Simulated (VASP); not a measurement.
Method: r2SCAN meta-GGA, VASP's PBE PAW potentials (set 64) (plane waves; VASP).

VASP input:

**KPOINTS**
```
Automatic
0
Gamma
12 12 12
```

POSCAR:
```
MoSi2
1
   -1.6013771596     1.6013771596     3.9079223249
    1.6013771596    -1.6013771596     3.9079223249
    1.6013771596     1.6013771596    -3.9079223249
Si Mo
2 1
Direct
  0.6647109855   0.6647109855   1.0000000000
  0.3352890145   0.3352890145   0.0000000000
  0.0127945225   0.0127945225   0.0000000000
```

**INCAR**
```
LREAL=F
LMAXMIX=4
ALGO=Normal
ENCUT=480
ISIF=2   # forces and stress, cell fixed
PREC=Accurate
EDIFF=1E-7
LCHARG=F
SYSTEM=MoSi2
LMIXTAU=T
LWAVE=F
NELM=100   # most electronic steps
METAGGA=R2SCAN
LASPH=T
ISMEAR=1   # Methfessel-Paxton
SIGMA=0.1
```

POTCAR, in this order: Si Mo_sv (PBE.64 set). Program: vasp_std.

Output of the run:

### OSZICAR
```
       N       E                     dE             d eps       ncg     rms          rms(c)
DAV:   1     0.906938424445E+02    0.90694E+02   -0.11434E+04  4898   0.136E+03
DAV:   2    -0.490699399737E+02   -0.13976E+03   -0.13782E+03  6024   0.339E+02
DAV:   3    -0.520965590323E+02   -0.30266E+01   -0.29899E+01  6535   0.445E+01
DAV:   4    -0.521103136906E+02   -0.13755E-01   -0.13751E-01  5618   0.357E+00
DAV:   5    -0.521104284311E+02   -0.11474E-03   -0.11473E-03  6626   0.303E-01    0.250E+01
DAV:   6    -0.451242474877E+02    0.69862E+01   -0.67710E+00  5639   0.258E+01    0.498E+00
DAV:   7    -0.446587092779E+02    0.46554E+00   -0.10707E+00  5387   0.898E+00    0.391E+00
DAV:   8    -0.449105926773E+02   -0.25188E+00   -0.42947E-01  5338   0.552E+00    0.155E+00
DAV:   9    -0.449438626327E+02   -0.33270E-01   -0.40943E-02  5891   0.180E+00    0.460E-01
DAV:  10    -0.449429091711E+02    0.95346E-03   -0.18642E-02  5373   0.137E+00    0.111E-01
DAV:  11    -0.449462017896E+02   -0.32926E-02   -0.41450E-03  5177   0.620E-01    0.798E-02
DAV:  12    -0.449461451942E+02    0.56595E-04   -0.23933E-04  6549   0.185E-01    0.238E-02
DAV:  13    -0.449463204554E+02   -0.17526E-03   -0.29043E-04  4995   0.189E-01    0.170E-02
DAV:  14    -0.449462939003E+02    0.26555E-04   -0.26817E-05  5688   0.613E-02    0.717E-03
DAV:  15    -0.449462988379E+02   -0.49375E-05   -0.61287E-06  5387   0.289E-02    0.256E-03
DAV:  16    -0.449462972182E+02    0.16196E-05   -0.35958E-06  5268   0.208E-02    0.199E-03
DAV:  17    -0.449462992897E+02   -0.20715E-05   -0.56584E-07  5590   0.812E-03    0.898E-04
DAV:  18    -0.449462991951E+02    0.94628E-07   -0.12262E-07  3040   0.374E-03
   1 F= -.44946299E+02 E0= -.44946143E+02  d E =-.469408E-03
```

File OUTCAR:
```
------------------------ aborting loop because EDIFF is reached ----------------------------------------
  FORCE on cell =-STRESS in cart. coord.  units (eV):
  Direction    XX          YY          ZZ          XY          YZ          ZX
  --------------------------------------------------------------------------------------
  Total        0.2288843      0.2288843      0.5299349      0.0000000      0.0000000      0.0000000
  in kB        9.1481535      9.1481535     21.1806815      0.0000000      0.0000000      0.0000000
  external PRESSURE =      13.1589962 kB  Pullay stress =       0.0000000 kB
  volume of cell :       40.09
      direct lattice vectors                 reciprocal lattice vectors
    -1.601377160  1.601377160  3.907922325     0.000000000  0.312231255  0.127945225
     1.601377160 -1.601377160  3.907922325     0.312231255  0.000000000  0.127945225
     1.601377160  1.601377160 -3.907922325     0.312231255  0.312231255  0.000000000
 POSITION                                       TOTAL-FORCE (eV/Angst)
 -----------------------------------------------------------------------------------
      0.00000      0.00000      5.19528        -0.000000     -0.000000      0.647295
      0.00000      0.00000      2.62057         0.000000      0.000000      0.744978
      0.00000      0.00000      0.10000        -0.000000     -0.000000     -1.392274
 -----------------------------------------------------------------------------------
    total drift:                               -0.000004     -0.000004      0.000097
  FREE ENERGIE OF THE ION-ELECTRON SYSTEM (eV)
  ---------------------------------------------------
  free  energy   TOTEN  =       -44.9462991951 eV

  energy  without entropy=      -44.9458297873  energy(sigma->0) =      -44.94614273
```
(Selected blocks of OUTCAR.)

The compound is MoSi2 in the MoSi2 type structure. This cell was strained or had an atom moved on purpose.
